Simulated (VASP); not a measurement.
An input for Ansatz (written as the equivalent of a VASP run, and not itself run):

Ansatz 0.2 input:
```yaml
crystal:
  lattice:
    - [0.0000000, 2.8973147, 2.8973147]
    - [2.8973147, 0.0000000, 2.8973147]
    - [2.8973147, 2.8973147, 0.0000000]
  atoms:
    - { symbol: Li, position: [0.2500000, 0.2500000, 0.2500000] }
    - { symbol: Li, position: [0.7500000, 0.7500000, 0.7500000] }
    - { symbol: S, position: [0.0000000, 0.0000000, 0.0000000] }
kpoints:
  mp_grid: { grid: [7, 7, 7] }
hamiltonian:
  xc: r2scan
  pseudopotentials: { kind: paw }
scf:
  occupations: { method: gaussian, width: 0.05 }
  max_iter: 100
output: { forces: true, stress: true, eigenvalues: true }
```

Problem. Write the VASP files for the same calculation (r2SCAN).

Solution. One answer among several that fit: 
KPOINTS:
```
kpoints
0
gamma
7 7 7
```

**INCAR**
```
# general
SYSTEM  = Li2S
PREC    = Accurate
ENCUT   = 520
LREAL   = .FALSE.   # projection in real space or not
LASPH   = .TRUE.

# electronic loop
EDIFF   = 1E-7
NELM    = 100
ALGO    = Normal   # blocked Davidson
LMIXTAU = .TRUE.

# smearing
ISMEAR  = 0
SIGMA   = 0.05

# functional
METAGGA = R2SCAN

# ions
ISIF    = 2

# output
LWAVE   = .FALSE.
LCHARG  = .FALSE.
```

POSCAR:
```
Li2S
1
    0.0000000000     2.8973147068     2.8973147068
    2.8973147068     0.0000000000     2.8973147068
    2.8973147068     2.8973147068     0.0000000000
Li S
2 1
Direct
  0.2500000000   0.2500000000   0.2500000000
  0.7500000000   0.7500000000   0.7500000000
  0.0000000000   0.0000000000   0.0000000000
```

POTCAR, in this order: Li_sv S (PBE.64 set). Program: vasp_std.

The two are equivalent in intent, not identical: each code has its own PAW files, so the cut-off isn't converted (ENCUT is set for VASP's; basis.ecutwfc is left out, and Ansatz then takes the one that its files recommend); Ansatz stops its SCF on the density residual and VASP on the energy change (EDIFF).

The compound is Li2S in the antifluorite structure. This cell is one point of a volume scan, at 1.06 of the reference volume.
